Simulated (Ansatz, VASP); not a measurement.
# Cross-check of BiN between VASP and Ansatz

One calculation is typed for both programs; each brings its own data sets. How far apart do they land? The cell is generated by rule, not measured, and may not be a known phase. Of the first pair: The two relaxations start from unlike cells of this crystal (the structure described is Ansatz's start), so only their ends are compared.

Program: Ansatz 0.2.0. Level of theory: plane waves, with VASP 6.6.1 beside it; relaxation of cell and atoms at PBEsol. Results are calculated unless marked as measured.

**1. The starting structure**

Symmetry: Pm-3m, No. 221, cubic system. The conventional cell has a = 2.990 Å, b = 2.990 Å, c = 2.990 Å, α = 90.00°, β = 90.00°, γ = 90.00°. Nearest to Bi lie 8 N at 2.59 Å. N has 8 Bi at 2.59 Å nearest. Farther neighbours and most contacts between anions are not listed.

Structure file:

```cif
data_structure
_symmetry_space_group_name_H-M 'Pm-3m'
_symmetry_Int_Tables_number 221
_cell_length_a 2.9902
_cell_length_b 2.9902
_cell_length_c 2.9902
_cell_angle_alpha 90.000
_cell_angle_beta 90.000
_cell_angle_gamma 90.000
_cell_volume 26.74
loop_
_atom_site_label
_atom_site_type_symbol
_atom_site_symmetry_multiplicity
_atom_site_Wyckoff_symbol
_atom_site_fract_x
_atom_site_fract_y
_atom_site_fract_z
_atom_site_occupancy
Bi1 Bi 1 a 0.00000 0.00000 0.00000 1
N1 N 1 b 0.50000 0.50000 0.50000 1
```

**2. Ansatz: relaxation of cell and atoms, PBEsol, pair 1**

Ansatz runs on its default PAW (the set named soft_2) files.

The relaxed volume is the usual yardstick between codes: in a stiff, nearly cubic crystal its relative difference is about their pressure difference at one cell divided by the bulk modulus.

Contents of input.yaml:

```yaml
crystal:
  lattice:
    - [2.99021, 0.0, 0.0]
    - [0.0, 2.99021, 0.0]
    - [0.0, 0.0, 2.99021]
  atoms:
    - { symbol: Bi, position: [0.0, 0.0, 0.0] }
    - { symbol: "N", position: [0.5, 0.5, 0.5] }
kpoints:
  mp_grid: { grid: [6, 6, 6] }
hamiltonian:
  xc: pbesol
scf:
  occupations: { method: gaussian, width: 0.1 }
output:
  forces: true
  stress: true
  eigenvalues: true
relax:
  adjacent_minimum: "off"
  f_tol: 0.05
  max_steps: 80
  cell: { stress_tol: 0.5 }
```

The run is started by

```console
$ ansatz run input.yaml --threads 4 --pin off --max-ram 7168MiB --backend cpu --events-out ev --progress --plain --runs-dir out
```

Numbers of over 12 decimals in the logs are rounded to 6 here.

Log:

```text
The last accepted step is kept in <dir> (removed where the run ends without a failure and the disk answers)
Engine: ansatz 0.2.0, aarch64-unknown-linux-gnu
Pseudopotentials: kind: paw
Pseudopotential: Bi, paw, valence charge 15, recommended cutoff 420 eV (normal), Bi.paw.azcp
Pseudopotential: N, paw, valence charge 5, recommended cutoff 420 eV (normal), N.paw.azcp
Functional definition: PBEsol
  exchange = pbesol_x
  correlation = pbesol_c
Crystal: 2 atoms, lattice volume = 26.737 Å³
Basis set: ecut = 420 eV, 485 PW (Γ), exchange–correlation on 40×40×40 points (8 copies of the dense FFT grid, shifted against one another)
Bands: 14, of which v1, the nominal top of the filled ones, is band 10 counted from 1 (9 counted from 0)
Symmetry: 48 space group operations
Space group: Pm-3m (ITA 221), of the structure as read, at distance tolerance 3.0e-5 Å
k-points: 20 of 216
Non-local potential: Bi, projectors of the file, l = 0: 2, l = 1: 2, l = 2: 2, l = 3: 2
Non-local potential: N, projectors of the file, l = 0: 2, l = 1: 2, l = 2: 1
PAW form: soft (Blöchl's): semilocal exchange-correlation on the pseudo side does not see the compensation charge
PAW frozen core: Bi, regenerated for the run's functional, and the local potential with it (the file was generated under x = pbe(κ = 0.804, μ = 0.219515), c = pbe(β = 0.066725))
PAW frozen core: N, regenerated for the run's functional, and the local potential with it (the file was generated under x = pbe(κ = 0.804, μ = 0.219515), c = pbe(β = 0.066725))
PAW one-centre angular grid: Bi, 590 points (default); XC on 64 Gauss nodes
PAW one-centre angular grid: N, 110 points (default); XC on 64 Gauss nodes
Initial density: superposition of atomic densities (neutral atoms: chi_scale 0, normalization atom), corrected by the library's trained network
Initial wavefunctions: pseudopotential atomic-orbital guess
Functional: x = pbesol(κ = 0.804, μ = 0.123457), c = pbesol(β = 0.046)
SCF iter   1: F=—  HF=-12617.735022 eV  |F-HF|=—  |Δ(HF+E_count)|=         —  Δρ=1.52e-2  dr2=6.94e-2  ethr=1.77e-3  ⟨swp⟩=5.0  Hψ=1488  notcnv=0
preconditioner: auto → none  [metal: Δε(μ)=0.042 eV  Ē_g=20.879 eV  σ=0.100 eV  W_gap=0.23  n_scr=6 (ndim 8)  ℏωp=32.1 eV  f_vac=0.000  D(μ)=1.83/eV (n_scr^D=18)  sad-step TF]
SCF iter   2: F=—  HF=-12617.726032 eV  |F-HF|=—  |Δ(HF+E_count)|=   8.99e-3  Δρ=1.04e-2  dr2=3.52e-2  ethr=3.47e-4  ⟨swp⟩=1.1  Hψ=441  notcnv=0
SCF iter   3: F=—  HF=-12617.718752 eV  |F-HF|=—  |Δ(HF+E_count)|=   7.28e-3  Δρ=7.37e-4  dr2=5.02e-5  ethr=1.76e-4  ⟨swp⟩=2.0  Hψ=347  notcnv=0
SCF iter   4: F=—  HF=-12617.718723 eV  |F-HF|=—  |Δ(HF+E_count)|=   2.93e-5  Δρ=1.74e-4  dr2=4.78e-6  ethr=2.51e-7  ⟨swp⟩=2.1  Hψ=390  notcnv=0
iter 5 did not close the SCF: its close was put off for the readings that it lacked (scf_convergence_deferred on its scf_iter line)
SCF iter   5: F=-12617.718725 eV  HF=-12617.718725 eV  |F-HF|=3.66e-8  |Δ(HF+E_count)|=   2.10e-6  Δρ=1.53e-5  dr2=4.72e-8  ethr=2.39e-8  ⟨swp⟩=2.5  Hψ=424  notcnv=0
SCF iter   6: F=-12617.718725 eV  HF=-12617.718725 eV  |F-HF|=7.24e-10  |Δ(HF+E_count)|=   8.81e-9  Δρ=2.35e-6  dr2=9.01e-10  ethr=2.36e-10  ⟨swp⟩=3.2  Hψ=1257  notcnv=0
SCF 1 converged in 6 iterations: F = -12617.718725 eV  dr2 = 9.01e-10
  greatest PAW one-centre occupation: 0.990 electrons in one spin orbital (limit 2), on the Bi atom at site 0 (counted from 0), in its partial waves of l = 2
relax step   1: F+E_penalty+E_count = -12617.71872508 eV  Δ(F+E_penalty+E_count) = +0.000e0 eV  max|allowed force component| = 8.250e-30 eV/Å  Δτ_max = 0.0000 Å  P = +26.027 GPa  Ω = 26.737 Å³  (6 SCF iters, dr2 threshold 1.00e-7 eV, accepted)
[...]
relax step   3: F+E_penalty+E_count = -12618.01737455 eV  Δ(F+E_penalty+E_count) = -1.763e-2 eV  max|allowed force component| = 3.484e-30 eV/Å  Δτ_max = 0.0000 Å  P = +0.692 GPa  Ω = 30.755 Å³  stress off target by 6.92e-1 GPa  SCF on the basis re-selected at this cell (its energy is not comparable with the rows above)  (6 SCF iters)
[...]
relax step   4: F+E_penalty+E_count = -12618.01743570 eV  Δ(F+E_penalty+E_count) = -6.115e-5 eV  max|allowed force component| = 7.889e-31 eV/Å  Δτ_max = 0.0000 Å  P = +0.164 GPa  Ω = 30.878 Å³  energy of the carried Pulay correction = -2.656e-4 eV  (6 SCF iters, dr2 threshold 2.00e-7 eV, accepted)
[...]
relax step   5: F+E_penalty+E_count = -12618.01773327 eV  Δ(F+E_penalty+E_count) = -2.976e-4 eV  max|allowed force component| = 1.348e-30 eV/Å  Δτ_max = 0.0000 Å  P = +0.165 GPa  Ω = 30.878 Å³  stress off target by 1.65e-1 GPa  SCF on the basis re-selected at this cell (its energy is not comparable with the rows above)  (7 SCF iters)
basis re-selected at this cell: Δ(F+E_penalty+E_count) = -2.976e-4 eV, ΔP = +0.001 GPa vs the last step (what re-selecting the basis moved, of the pressure what is left beyond the Pulay correction that the steps carried, after the strain that the cell walked since its last selection, with what the two solves' SCF thresholds leave and, on support functions, any second-order correction that the steps lacked; it is no m [...]
SCF converged after 7 iterations
Free energy (F): -12618.017733 eV
Harris-Foulkes:  -12618.017733 eV  (|F-HF|=7.28e-12)
Internal energy: -12618.011905 eV  (E = F + TS)
E sigma→0 (E₀):  -12618.014819 eV
Entropy (-TS):   -0.005828 eV (-2.914 meV/atom)
Fermi energy:    14.119067 eV
--- Per-component energies (eV) ---
  E_band       = -11.004604
  E_kinetic    = 427.391818
  E_local      = -1299.799330  (includes V_loc(G=0)·N_el)
  E_nonlocal   = 611.034270
  E_hartree    = 387.987099
  E_xc         = -210.264673
  E_vxc        = -220.590399  (∫ρ·V_xc dr)
  E_paw        = -10630.559989  (= ΣΔE_a)
  E_vpaw       = -305.014710  (= ΣTr[D̂ρ^β])
  E_aug_tail   = -0.000451  (compensation charges beyond the density's cutoff)
  E_ewald      = -1903.918501
  E_core_change = 0.117851  (= ΣΔE_core)
  E_smearing   = -0.005828  (= −TS)
  E_closure    = 0.000000  (closes the sum)
  Σ components = -12618.017733   (vs F -12618.017733, Δ=0.00e0)
--- Forces (eV/Å), atoms counted from 1 ---
  atom   1  Bi     0.00000000    -0.00000000     0.00000000
  atom   2  N      0.00000000     0.00000000    -0.00000000
  max |Σ_I F_I| component: 2.56e-30 eV/Å
--- Stress (GPa, compression-positive) ---
        0.164625      -0.000000      -0.000000
       -0.000000       0.164625      -0.000000
       -0.000000      -0.000000       0.164625
  P = ⅓ Tr σ = 0.1646 GPa (1.646 kbar)
--- Band table (eV; the first three rows and the last of 20) ---
  k-point 0: bands = [... 6 lower, 5.9040, 12.1427, 12.1427, 12.1427, 21.4257, 21.4257, 21.4317, 21.4317]
  k-point 1: bands = [... 6 lower, 5.2127, 12.0316, 12.4601, 12.4601, 18.7371, 20.9823, 20.9823, 21.6775]
  k-point 2: bands = [... 6 lower, 3.4185, 12.2826, 13.2156, 13.2156, 16.0697, 19.8750, 19.8750, 22.4208]
  k-point 19: bands = [... 6 lower, 6.9162, 11.5271, 11.5271, 11.5271, 12.1635, 12.1635, 12.1635, 27.6819]
--- Relaxed structure (3 steps of the walk, 3 accepted, 2 SCFs on fresh bases) ---
  F+E_penalty+E_count = -12618.01773327 eV   max|allowed force component| = 1.348e-30 eV/Å   (the final SCF, on the basis selected at the relaxed cell)
  cell:  # Å, volume = 30.8780 Å³
    - [3.137256, 0, 0.0]
    - [0, 3.137256, 0.0]
    - [0, 0.0, 3.137256]
  atoms:
    - { symbol: Bi, position: [0, 0, 0] }
    - { symbol: N, position: [0.5, 0.5, 0.5] }
```

Reading the cycles: dr2 is the Hartree energy of the density residual (eV), the measure of convergence; HF is the Harris–Foulkes estimate of the energy, which meets the free energy F at convergence.

**3. VASP: relaxation of cell and atoms, PBEsol, pair 1**

Its own start cell and the same functional, mesh and smearing now go to VASP, with its own data sets.

Lines of VASP's logs that name or quote its potential files are left out, and so is its time.

Contents of INCAR:

```
SYSTEM = BiN
PREC = Accurate
ENCUT = 600
EDIFF = 1E-07
NELM = 120
ISMEAR = 0
SIGMA = 0.1
LREAL = .FALSE.
ALGO = Normal
GGA = PS
NBANDS = 16
LORBIT = 11
LWAVE = .FALSE.
LCHARG = .FALSE.
ISIF = 3
IBRION = 2
NSW = 80
EDIFFG = -0.005
LASPH = .TRUE.
GGA_COMPAT = .FALSE.
NELMIN = 4
KPAR = 2
```

Contents of POSCAR:

```
BiN
1.0
    3.1393041458      0.0000000000      0.0000000000
    0.0000000000      3.1393041458      0.0000000000
    0.0000000000      0.0000000000      3.1393041458
Bi N
1 1
Direct
    0.0000000000      0.0000000000      0.0000000000
    0.5000000000      0.5000000000      0.5000000000
```

Contents of KPOINTS:

```
Automatic mesh
0
Gamma
6 6 6
0 0 0
```

Potentials, in the order of the species: Bi_d and N (PBE family, release 64).

The run is started by

```console
$ mpirun -np 2 vasp_std
```

Log:

```text
[banner, memory and clock lines left out]
running    2 mpi-ranks, on    1 nodes
 distrk:  each k-point on    1 cores,    2 groups
 distr:  one band on    1 cores,    1 groups

 POSCAR found type information on POSCAR BiN
 POSCAR found :  2 types and       2 ions
|                                                                             |
|               ----> ADVICE to this user running VASP <----                  |
|                                                                             |
|     You enforced a specific xc type in the INCAR file but a different       |
|     [... a line on the potential file left out ...]
|     I HOPE YOU KNOW WHAT YOU ARE DOING!                                     |
|                                                                             |

 LDA part: xc-table for (Slater+PW92), standard interpolation
 POSCAR, INCAR and KPOINTS ok, starting setup
 FFT: planning ... GRIDC
 FFT: planning ... GRID_SOFT
 FFT: planning ... GRID
 WAVECAR not read
 entering main loop
       N       E                     dE             d eps       ncg     rms          rms(c)
DAV:   1     0.163756743820E+03    0.16376E+03   -0.11787E+04   640   0.178E+03
DAV:   2    -0.450037441660E+00   -0.16421E+03   -0.15969E+03   712   0.414E+02
DAV:   3    -0.120353492819E+02   -0.11585E+02   -0.11473E+02   760   0.107E+02
DAV:   4    -0.122459286626E+02   -0.21058E+00   -0.21054E+00   800   0.156E+01
DAV:   5    -0.122538127841E+02   -0.78841E-02   -0.78840E-02   912   0.267E+00    0.744E+00
DAV:   6    -0.108889557115E+02    0.13649E+01   -0.15060E+01   960   0.235E+01    0.481E+00
DAV:   7    -0.104819842703E+02    0.40697E+00   -0.20057E+00   800   0.835E+00    0.144E+00
DAV:   8    -0.104969414577E+02   -0.14957E-01   -0.37789E-01   704   0.446E+00    0.175E+00
DAV:   9    -0.104632820047E+02    0.33659E-01   -0.67204E-02   776   0.195E+00    0.223E-01
DAV:  10    -0.104632516964E+02    0.30308E-04   -0.99454E-04   760   0.227E-01    0.112E-01
DAV:  11    -0.104632846746E+02   -0.32978E-04   -0.87487E-05   792   0.865E-02    0.756E-02
DAV:  12    -0.104632542056E+02    0.30469E-04   -0.90588E-05   752   0.664E-02    0.131E-03
DAV:  13    -0.104632542222E+02   -0.16578E-07   -0.15241E-06   880   0.104E-02    0.248E-03
DAV:  14    -0.104632539858E+02    0.23642E-06   -0.36652E-08   496   0.163E-03    0.620E-04
DAV:  15    -0.104632539022E+02    0.83568E-07   -0.16593E-08   472   0.993E-04
   1 F= -.10463254E+02 E0= -.10460325E+02  d E =-.104633E+02
 curvature:   0.00 expect dE= 0.000E+00 dE for cont linesearch  0.000E+00
 trial: gam= 0.00000 g(F)=  0.000E+00 g(S)=  0.211E-04 ort = 0.000E+00 (trialstep = 0.100E+01)
 search vector abs. value=  0.211E-04
 bond charge predicted
       N       E                     dE             d eps       ncg     rms          rms(c)
DAV:   1    -0.104635393183E+02   -0.28533E-03   -0.70281E-03   824   0.142E+00    0.959E-02
DAV:   2    -0.104632990618E+02    0.24026E-03   -0.42544E-04   824   0.341E-01    0.352E-02
DAV:   3    -0.104632557383E+02    0.43324E-04   -0.14581E-04   888   0.203E-01    0.102E-02
DAV:   4    -0.104632543850E+02    0.13533E-05   -0.15171E-05   824   0.378E-02    0.313E-03
DAV:   5    -0.104632556293E+02   -0.12443E-05   -0.16891E-06   712   0.951E-03    0.123E-03
DAV:   6    -0.104632557974E+02   -0.16813E-06   -0.11271E-07   528   0.549E-03    0.579E-04
DAV:   7    -0.104632558478E+02   -0.50391E-07   -0.19829E-08   456   0.127E-03
   2 F= -.10463256E+02 E0= -.10460330E+02  d E =-.194557E-05
 trial-energy change:   -0.000002  1 .order   -0.000001   -0.000021    0.000018
 step:   0.5560(harm=  0.5362)  dis= 0.00000  next Energy=   -10.463260 (dE=-0.594E-05)
 bond charge predicted
       N       E                     dE             d eps       ncg     rms          rms(c)
DAV:   1    -0.104633157054E+02   -0.59908E-04   -0.13864E-03   808   0.633E-01    0.426E-02
DAV:   2    -0.104632691942E+02    0.46511E-04   -0.83847E-05   808   0.151E-01    0.156E-02
DAV:   3    -0.104632606939E+02    0.85003E-05   -0.28790E-05   880   0.902E-02    0.447E-03
DAV:   4    -0.104632600983E+02    0.59561E-06   -0.29531E-06   824   0.166E-02    0.139E-03
DAV:   5    -0.104632597843E+02    0.31403E-06   -0.33050E-07   688   0.421E-03    0.543E-04
DAV:   6    -0.104632597191E+02    0.65204E-07   -0.21223E-08   368   0.245E-03
   3 F= -.10463260E+02 E0= -.10460332E+02  d E =-.581684E-05
 curvature:  -0.27 expect dE=-0.236E-07 dE for cont linesearch -0.236E-07
 trial: gam= 0.00000 g(F)=  0.256E-63 g(S)=  0.883E-07 ort =-0.136E-05 (trialstep = 0.911E+00)
 search vector abs. value=  0.884E-07
 reached required accuracy - stopping structural energy minimisation
```

OUTCAR, selected parts (step 3):

```text
ion  position               nearest neighbor table
   1  0.000  0.000  0.000-   2 2.72   2 2.72   2 2.72   2 2.72   2 2.72   2 2.72   2 2.72   2 2.72

  LATTYP: Found a simple cubic cell.
 ALAT       =     3.1393041458

 Subroutine GETGRP returns: Found 48 space group operations
 (whereof 48 operations were pure point group operations)

The static configuration has the point symmetry O_h .

 Found     20 irreducible k-points:

   k-points           NKPTS =     20   k-points in BZ     NKDIM =     20   number of bands    NBANDS=     16

   dimension x,y,z NGX =    28 NGY =   28 NGZ =   28
   dimension x,y,z NGXF=    56 NGYF=   56 NGZF=   56

   ENCUT  =  600.0 eV  44.10 Ry    6.64 a.u.   6.27  6.27  6.27*2*pi/ulx,y,z

   NELECT =      20.0000    total number of electrons

 k-points in reciprocal lattice and weights: Automatic mesh
   0.00000000  0.00000000  0.00000000       0.005
   0.16666667  0.00000000  0.00000000       0.028
   0.33333333  0.00000000  0.00000000       0.028
   0.50000000  0.00000000  0.00000000       0.014
   0.16666667  0.16666667  0.00000000       0.056
   0.33333333  0.16666667  0.00000000       0.111
   0.50000000  0.16666667  0.00000000       0.056
   0.33333333  0.33333333  0.00000000       0.056
   0.50000000  0.33333333  0.00000000       0.056
[...]
0.50000000  0.50000000  0.33333333       0.028
   0.50000000  0.50000000  0.50000000       0.005

 average (electrostatic) potential at core
       1-101.4169       2 -58.6634

 E-fermi :   9.5282

 k-point     1 :       0.0000    0.0000    0.0000
  band No.  band energies     occupation
    ...
      6      -6.9977      2.00000
      7       1.3044      2.00000
      8       7.5626      2.00000
      9       7.5626      2.00000
     10       7.5626      2.00000
     11      16.8319      0.00000
     12      16.8319      0.00000
     13      16.8319      0.00000
     14      16.8386      0.00000
     15      16.8386      0.00000
    ...

 k-point     2 :       0.1667    0.0000    0.0000
  band No.  band energies     occupation
    ...
      6      -6.5978      2.00000
      7       0.6163      2.00000
      8       7.4483      2.00000
      9       7.8792      2.00000
     10       7.8792      2.00000
     11      14.1401      0.00000
     12      16.3836      0.00000
     13      16.3836      0.00000
     14      17.0922      0.00000
     15      19.5874      0.00000
    ...

 k-point     3 :       0.3333    0.0000    0.0000
  band No.  band energies     occupation
    ...
      6      -5.4308      2.00000
      7      -1.1724      2.00000
      8       7.6952      2.00000
      9       8.6332      2.00000
     10       8.6332      2.00000
     11      11.4734      0.00000
     12      15.2793      0.00000
     13      15.2793      0.00000
     14      17.8419      0.00000
     15      21.7407      0.00000
    ...

  Total        0.0011049      0.0011049      0.0011049      0.0000000      0.0000000     -0.0000000
  in kB        0.0572569      0.0572569      0.0572569      0.0000000      0.0000000     -0.0000000
  external PRESSURE =       0.0572569 kB  Pullay stress =       0.0000000 kB

  energy-cutoff  :      600.00
  volume of cell :       30.92
      direct lattice vectors                 reciprocal lattice vectors
     3.138585984 -0.000000000 -0.000000000     0.318614817  0.000000000  0.000000000
    -0.000000000  3.138585984 -0.000000000     0.000000000  0.318614817  0.000000000
    -0.000000000 -0.000000000  3.138585984     0.000000000  0.000000000  0.318614817

 POSITION                                       TOTAL-FORCE (eV/Angst)
 -----------------------------------------------------------------------------------
      0.00000      0.00000      0.00000         0.000000      0.000000     -0.000000
      1.56929      1.56929      1.56929        -0.000000     -0.000000      0.000000
 -----------------------------------------------------------------------------------
    total drift:                               -0.000000      0.000000      0.000000

  FREE ENERGIE OF THE ION-ELECTRON SYSTEM (eV)
  ---------------------------------------------------
  free  energy   TOTEN  =       -10.4632597191 eV

  energy  without entropy=      -10.4574048977  energy(sigma->0) =      -10.46033231

 reached required accuracy - stopping structural energy minimisation

 total charge
# of ion       s       p       d       tot
------------------------------------------
    1        1.611   1.046   9.993  12.650
    2        1.306   2.161   0.000   3.467
--------------------------------------------------
tot          2.918   3.207   9.993  16.117

[... 3 further parts left out ...]
```

CONTCAR:

```
BiN
   1.00000000000000
     3.1385859843877908   -0.0000000000000000   -0.0000000000000000
    -0.0000000000000000    3.1385859843877908   -0.0000000000000000
    -0.0000000000000000   -0.0000000000000000    3.1385859843877908
  Bi              N
     1     1
Direct
     0.0000000000000000    0.0000000000000000    0.0000000000000000
     0.5000000000000000    0.5000000000000000    0.5000000000000000
```

**4. Side by side**

Known differences besides the potentials themselves: the cutoff is 420 eV in Ansatz and 600 eV in VASP; Ansatz makes its cores anew for this functional, VASP keeps those of its PBE data sets; Ansatz adds a Pulay correction to the stress that steers its cell, VASP none. Total energies have different zeros and are not compared.

Both answers:

```csv
quantity,Ansatz,VASP,difference
volume (Å³),30.88,30.92,-0.13 %
"edge a after relaxation, in the typed setting (Å)",3.137,3.139,-0.04 %
```

[end of part 1 of 2]

[Lines on the potential files, build, host, timing and source positions are cut from VASP's logs without a mark.]

[Logs are printed without paths, hosts, clocks, repeated set-up lines and the standing remarks that a program may print on its own settings, such as how far it seeks lower states.]

[Hosts, paths, dates, database ids (printed as entryN), source tags and the programs' standing remarks are cut or masked in the printed files.]
